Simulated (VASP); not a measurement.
# FeGe: cell size against the level of theory, part 4 of 4

Which functional gives the lattice of FeGe as experiment finds it, and is a dearer one worth its cost? The start is a cell from a database of measured crystal structures.

VASP 6.6.1, plane waves and PAW; the level of theory is named at each step.

Still holding for the runs below: The magnetic state follows from one typed start and may not be the lowest. The k-mesh is coarse for a metal.

So far. Step 6 (Relaxation with PBE + D3(BJ)): It ends at 12.29 Å³/atom, -4.7 % from the start, with -0.08 GPa left. The conventional cell has a = 4.615 Å. The largest moment is 1.13 μB. Against plain PBE, the dispersion term moves a by -1.1 %. Step 7 (Relaxation with r2SCAN + rVV10): It ends at 12.90 Å³/atom, +0.1 % from the start, with -0.06 GPa left. The conventional cell has a = 4.691 Å. The largest moment is 2.14 μB. Against plain r2SCAN, the dispersion term moves a by -0.6 %.

The database entry behind the starting cell differs from later determinations by our own check (about 0.2 % short), so it need not match the best structure at ambient conditions.

## Step 8: Relaxation with BLYP + D3(BJ)

This step: BLYP with D3(BJ), spin-polarised from a ferromagnetic start; plane waves and PAW (Fe, Ge_d) (VASP 6.6.1).

BLYP comes from molecular chemistry and underbinds dense solids.

Input file INCAR:

```
SYSTEM = FeGe
PREC = Accurate
ENCUT = 520
EDIFF = 1E-06
NELM = 100
ISMEAR = -1
SIGMA = 0.05
LREAL = .FALSE.
ALGO = Normal
GGA = B5
ALDAX = 1
AGGAX = 1
AGGAC = 1
ALDAC = 0
IVDW = 12
VDW_S6 = 1
VDW_S8 = 2.6996
VDW_A1 = 0.4298
VDW_A2 = 4.2359
NBANDS = 65
ISPIN = 2
MAGMOM = 3 3 3 3 0 0 0 0
LASPH = .TRUE.
LMAXMIX = 4
LORBIT = 11
LWAVE = .FALSE.
LCHARG = .FALSE.
KPAR = 8
IBRION = 2
NSW = 60
ISIF = 3
EDIFFG = -0.01
```

Input file POSCAR:

```
FeGe
1.0
    4.6890000000      0.0000000000      0.0000000000
    0.0000000000      4.6890000000      0.0000000000
    0.0000000000      0.0000000000      4.6890000000
Fe Ge
4 4
Direct
    0.1350000000      0.1350000000      0.1350000000
    0.3650000000      0.8650000000      0.6350000000
    0.6350000000      0.3650000000      0.8650000000
    0.8650000000      0.6350000000      0.3650000000
    0.8420000000      0.8420000000      0.8420000000
    0.6580000000      0.1580000000      0.3420000000
    0.3420000000      0.6580000000      0.1580000000
    0.1580000000      0.3420000000      0.6580000000
```

Input file KPOINTS:

```
Automatic mesh
0
Gamma
5 5 5
0 0 0
```

Potentials, in the order of the species: Fe and Ge_d (PBE family, release 64).

The run is started by

```
mpirun -np 8 vasp_std
```

The log of the run:

```text
[banner, memory and clock lines left out]
running    8 mpi-ranks, on    1 nodes
[...]
[... a notice as in an earlier step ...]

 [... a notice as in an earlier step ...]

 LDA part: xc-table for (Slater(with rela. corr.)+VWN5), standard interpolation
 POSCAR, INCAR and KPOINTS ok, starting setup
[...]
entering main loop
       N       E                     dE             d eps       ncg     rms          rms(c)
DAV:   1     0.986753963913E+03    0.98675E+03   -0.34261E+04  3620   0.362E+03
DAV:   2     0.166826272265E+03   -0.81993E+03   -0.75606E+03  2860   0.865E+02
DAV:   3    -0.290203025776E+02   -0.19585E+03   -0.18307E+03  2869   0.242E+02
DAV:   4    -0.460395370320E+02   -0.17019E+02   -0.16707E+02  3208   0.810E+01
[...]
DAV:  13    -0.429753148856E+02    0.27378E-05   -0.28088E-05  3282   0.388E-02    0.207E-02
DAV:  14    -0.429753209176E+02   -0.60320E-05   -0.12098E-05  2773   0.228E-02    0.121E-02
DAV:  15    -0.429753202761E+02    0.64145E-06   -0.10409E-06  1841   0.857E-03
   1 F= -.50518142E+02 E0= -.50489320E+02  d E =-.505181E+02  mag=     4.2010
[... from here on, the cycles between the ionic steps are left out ...]
   2 F= -.50522235E+02 E0= -.50493006E+02  d E =-.409209E-02  mag=     3.8994
   3 F= -.50579221E+02 E0= -.50551047E+02  d E =-.610784E-01  mag=     4.0757
   4 F= -.50579167E+02 E0= -.50550997E+02  d E =-.610247E-01  mag=     4.0785
   5 F= -.50579619E+02 E0= -.50551354E+02  d E =-.452286E-03  mag=     4.0751
   6 F= -.50579711E+02 E0= -.50551376E+02  d E =-.544274E-03  mag=     4.0726
   7 F= -.50579661E+02 E0= -.50551298E+02  d E =0.508945E-04  mag=     4.0626
 trial-energy change:    0.000051  1 .order   -0.000047   -0.000287    0.000193
 step:   0.3374(harm=  0.6157)  dis= 0.00006  next Energy=   -50.579755 (dE=-0.437E-04)
 reached required accuracy - stopping structural energy minimisation
```

Run time: 1.8 min. Hardware: 8 MPI ranks of Intel Xeon 6975P-C (Granite Rapids), shared host; peak memory 3 GiB; 14 min of CPU time.

From OUTCAR (step 8):

```text
 Edisp (eV)   -7.80213

 Edisp (eV)   -7.82078

  Total       0.07907     0.07907     0.07907    -0.00000    -0.00000    -0.00000
  in kB       1.27203     1.27203     1.27203    -0.00000    -0.00000    -0.00000
  external pressure =        1.27 kB  Pullay stress =        0.00 kB

 POSITION                                       TOTAL-FORCE (eV/Angst)
 -----------------------------------------------------------------------------------
      0.62455      0.62455      0.62455         0.002339      0.002339      0.002339
      1.69309      4.01072      2.94218        -0.002339     -0.002339      0.002339
      2.94218      1.69309      4.01072         0.002339     -0.002339     -0.002339
      4.01072      2.94218      1.69309        -0.002339      0.002339     -0.002339
      3.89859      3.89859      3.89859         0.003683      0.003683      0.003683
      3.05431      0.73668      1.58096        -0.003683     -0.003683      0.003683
      1.58096      3.05431      0.73668         0.003683     -0.003683     -0.003683
      0.73668      1.58096      3.05431        -0.003683      0.003683     -0.003683
 -----------------------------------------------------------------------------------
    total drift:                               -0.000000      0.000000      0.000000

  FREE ENERGIE OF THE ION-ELECTRON SYSTEM (eV)
  ---------------------------------------------------
  free  energy   TOTEN  =       -50.5796605665 eV

  energy  without entropy=      -50.5229353321  energy(sigma->0) =      -50.55129795

 magnetization (x)
# of ion       s       p       d       tot
------------------------------------------
    1       -0.001  -0.003   1.113   1.109
    2       -0.001  -0.003   1.113   1.109
    3       -0.001  -0.003   1.113   1.109
    4       -0.001  -0.003   1.113   1.109
    5       -0.009  -0.056  -0.004  -0.069
    6       -0.009  -0.056  -0.004  -0.069
    7       -0.009  -0.056  -0.004  -0.069
    8       -0.009  -0.056  -0.004  -0.069
--------------------------------------------------
tot         -0.039  -0.237   4.436   4.159

[... 2 parts as in an earlier step ...]

[... 2 further parts left out ...]
[key lines of the parts left out:]
E-fermi :   8.8437
```

Spin moment in the PAW sphere by atom:

```csv
atom,spin moment in the PAW sphere (μB)
Fe1,1.11
Fe2,1.11
Fe3,1.11
Fe4,1.11
Ge5,-0.07
Ge6,-0.07
Ge7,-0.07
Ge8,-0.07
```

It ends at 12.45 Å³/atom, -3.4 % from the start, with 0.13 GPa left. The conventional cell has a = 4.635 Å. The largest moment is 1.11 μB.

## Step 9: Relaxation with RPBE

This step: RPBE, spin-polarised from a ferromagnetic start; plane waves and PAW (Fe, Ge_d) (VASP 6.6.1).

RPBE by itself binds more weakly than PBE and expands cells.

Edit INCAR of step 8 so:

```diff
@@ -9,12 +9,3 @@
 ALGO = Normal
-GGA = B5
-ALDAX = 1
-AGGAX = 1
-AGGAC = 1
-ALDAC = 0
-IVDW = 12
-VDW_S6 = 1
-VDW_S8 = 2.6996
-VDW_A1 = 0.4298
-VDW_A2 = 4.2359
+GGA = RP
 NBANDS = 65
```

POSCAR is that of step 8.

KPOINTS is that of step 8.

The run is started by

```
mpirun -np 8 vasp_std
```

The log of the run:

```text
[... set-up lines as in an earlier step ...]
 entering main loop
       N       E                     dE             d eps       ncg     rms          rms(c)
DAV:   1     0.977284566681E+03    0.97728E+03   -0.34188E+04  3604   0.362E+03
DAV:   2     0.157718132017E+03   -0.81957E+03   -0.75493E+03  2860   0.864E+02
DAV:   3    -0.355632332527E+02   -0.19328E+03   -0.18042E+03  2876   0.239E+02
DAV:   4    -0.520885258946E+02   -0.16525E+02   -0.16222E+02  3229   0.801E+01
[...]
DAV:  13    -0.481266168391E+02    0.25149E-05   -0.34743E-05  3487   0.386E-02    0.264E-02
DAV:  14    -0.481266237713E+02   -0.69323E-05   -0.14816E-05  2788   0.273E-02    0.143E-02
DAV:  15    -0.481266240735E+02   -0.30217E-06   -0.15714E-06  1979   0.116E-02
   1 F= -.48126624E+02 E0= -.48097680E+02  d E =-.481266E+02  mag=     4.3441
[... from here on, the cycles between the ionic steps are left out ...]
   2 F= -.48128572E+02 E0= -.48097840E+02  d E =-.194771E-02  mag=     4.4883
   3 F= -.48131451E+02 E0= -.48101483E+02  d E =-.482708E-02  mag=     4.4148
   4 F= -.48131426E+02 E0= -.48101523E+02  d E =-.480176E-02  mag=     4.4093
   5 F= -.48131447E+02 E0= -.48101499E+02  d E =-.482326E-02  mag=     4.4129
   6 F= -.48131439E+02 E0= -.48101512E+02  d E =-.481529E-02  mag=     4.4113
   7 F= -.48131642E+02 E0= -.48101689E+02  d E =-.202524E-03  mag=     4.4118
   8 F= -.48131817E+02 E0= -.48101829E+02  d E =-.377941E-03  mag=     4.4125
   9 F= -.48131755E+02 E0= -.48101699E+02  d E =-.315462E-03  mag=     4.4137
  10 F= -.48131858E+02 E0= -.48101841E+02  d E =-.418275E-03  mag=     4.4130
[...]
reached required accuracy - stopping structural energy minimisation
```

It took 91 s on 8 MPI ranks; peak memory 2.9 GiB.

Parts of OUTCAR (step 9):

```text
  Total        0.0245501      0.0245501      0.0245501     -0.0000000      0.0000000      0.0000000
  in kB        0.3773494      0.3773494      0.3773494     -0.0000000      0.0000000      0.0000000
  external PRESSURE =       0.3773494 kB  Pullay stress =       0.0000000 kB

 POSITION                                       TOTAL-FORCE (eV/Angst)
 -----------------------------------------------------------------------------------
      0.63227      0.63227      0.63227        -0.000088     -0.000088     -0.000088
      1.72085      4.07397      2.98538         0.000088      0.000088     -0.000088
      2.98538      1.72085      4.07397        -0.000088      0.000088      0.000088
      4.07397      2.98538      1.72085         0.000088     -0.000088      0.000088
      3.96157      3.96157      3.96157        -0.001151     -0.001151     -0.001151
      3.09778      0.74466      1.60845         0.001151      0.001151     -0.001151
      1.60845      3.09778      0.74466        -0.001151      0.001151      0.001151
      0.74466      1.60845      3.09778         0.001151     -0.001151      0.001151
 -----------------------------------------------------------------------------------
    total drift:                               -0.000000      0.000000     -0.000000

  FREE ENERGIE OF THE ION-ELECTRON SYSTEM (eV)
  ---------------------------------------------------
  free  energy   TOTEN  =       -48.1318576363 eV

  energy  without entropy=      -48.0718250048  energy(sigma->0) =      -48.10184132

 magnetization (x)
# of ion       s       p       d       tot
------------------------------------------
    1       -0.001  -0.008   1.249   1.240
    2       -0.001  -0.008   1.249   1.240
    3       -0.001  -0.008   1.249   1.240
    4       -0.001  -0.008   1.249   1.240
    5       -0.013  -0.071  -0.007  -0.091
    6       -0.013  -0.071  -0.007  -0.091
    7       -0.013  -0.071  -0.007  -0.091
    8       -0.013  -0.071  -0.007  -0.091
--------------------------------------------------
tot         -0.054  -0.314   4.966   4.598

[... 2 parts as in an earlier step ...]

[... 2 further parts left out ...]
[key lines of the parts left out:]
E-fermi :   8.0466
```

Spin moment in the PAW sphere by atom:

```csv
atom,spin moment in the PAW sphere (μB)
Fe1,1.24
Fe2,1.24
Fe3,1.24
Fe4,1.24
Ge5,-0.09
Ge6,-0.09
Ge7,-0.09
Ge8,-0.09
```

It ends at 13.03 Å³/atom, +1.1 % from the start, with 0.04 GPa left. The conventional cell has a = 4.706 Å. The largest moment is 1.24 μB.

## Step 10: The cells as a table

This step: relaxed cells at several levels; plane waves and PAW (VASP 6.6.1).

Derived from the runs above.

Lengths are those of the conventional cell; cost is the wall time of each run, as given at its step, times its ranks, without the set-up around it. Results by level, by row:

```csv
level,volume (Å³/atom),change from the start (%),a (Å),largest site moment (μB),cost (core minutes)
LDA,11.74,-8.9,4.545,0,13.3
PBEsol,12.16,-5.6,4.599,1.104,12.9
PBE,12.7,-1.4,4.667,1.17,8.53
r2SCAN,13.12,1.8,4.717,2.229,26.4
PBE + D3(BJ),12.29,-4.7,4.615,1.134,14.4
r2SCAN + rVV10,12.9,0.1,4.691,2.14,40.1
BLYP + D3(BJ),12.45,-3.4,4.635,1.109,14
RPBE,13.03,1.1,4.706,1.24,12.1
```

## Step 11: Outcome

| Item | Value |
| --- | --- |
| volume, LDA | 11.74 Å³/atom |
| volume, PBEsol | 12.16 Å³/atom |
| volume, PBE | 12.70 Å³/atom |
| volume, r2SCAN | 13.12 Å³/atom |
| volume, PBE + D3(BJ) | 12.29 Å³/atom |
| volume, r2SCAN + rVV10 | 12.90 Å³/atom |
| volume, BLYP + D3(BJ) | 12.45 Å³/atom |
| volume, RPBE | 13.03 Å³/atom |

**Reading.** For FeGe the levels give volumes between 11.74 Å³/atom (LDA) and 13.12 Å³/atom (r2SCAN), a spread of 11.8 %, while the cost of the finished runs spans a factor of 4.7. Within 1 % of experiment on every length: PBE, r2SCAN, r2SCAN + rVV10 and RPBE. The nearest, RPBE, is among the cheap ones. Thermal and zero-point expansion, often some tenths of a per cent in length, bear on this order: with the measured lengths lowered by an assumed 0.4 % the nearest becomes r2SCAN + rVV10. The costs hold the number of ionic steps as well as the price of the functional. SCAN-type functionals tend to overstate the moments of itinerant magnets. r2SCAN and r2SCAN + rVV10 ended with a moment of the cell far from the others (8.0 and 7.6 against about 4.2 μB), so in another magnetic state, which bears on the volume. LDA ended without moments and the others with them, so the comparison mixes magnetic states. The closing table has room for seven levels; BLYP + D3(BJ) stands in the table of levels alone. Adding D3(BJ) to PBE changes the volume by -3.3 % (a by -1.1 %). Adding rVV10 to r2SCAN changes the volume by -1.7 % (a by -0.6 %). Within 0.02 Å all end in space group P2_13; the runs can't lower the symmetry of the start. The k-sampling is coarse for a metal, so the Fermi level, moments, pressures and the shape of the cell carry errors. Only the typed magnetic starts were tried, so the magnetic ground state may differ and with it the other results. The largest site moment differs between levels, from 0.00 μB (LDA) to 2.23 μB (r2SCAN); larger moments and larger volumes go together in magnets, so the two can't be judged apart. Each is a single relaxation on the plane waves of the start cell, so larger changes of volume carry a basis-set error that was not tested here.

Computed beside measured:

| quantity | measured | LDA | PBEsol | PBE | r2SCAN | PBE + D3(BJ) | r2SCAN + rVV10 | RPBE |
| --- | --- | --- | --- | --- | --- | --- | --- | --- |
| lattice constant a (Å) | 4.701 | 4.545 (-3.3 %) | 4.599 (-2.2 %) | 4.667 (-0.7 %) | 4.717 (+0.3 %) | 4.615 (-1.8 %) | 4.691 (-0.2 %) | 4.706 (+0.1 %) |

Measured values from arxiv:1608.03582 (2016).

**Verdict.** For the lattice constant a, of the levels listed nearest comes RPBE (+0.1 %) and farthest LDA (-3.3 %). The magnetic state of these runs (an ordered one) need not be that of the sample, so the match is not graded. For lattice constants the calculation has a static lattice, without zero-point motion or thermal expansion (measured at up to 290 K).

[Lines on the potential files, build, host, timing and source positions are cut from VASP's logs without a mark.]

[Logs are printed without paths, hosts, clocks, repeated set-up lines and the standing remarks that a program may print on its own settings, such as how far it seeks lower states.]

[Hosts, paths, dates, database ids (printed as entryN), source tags and the programs' standing remarks are cut or masked in the printed files.]

[A measured line is paired with the nearest computed mode of its activity, which favours agreement.]
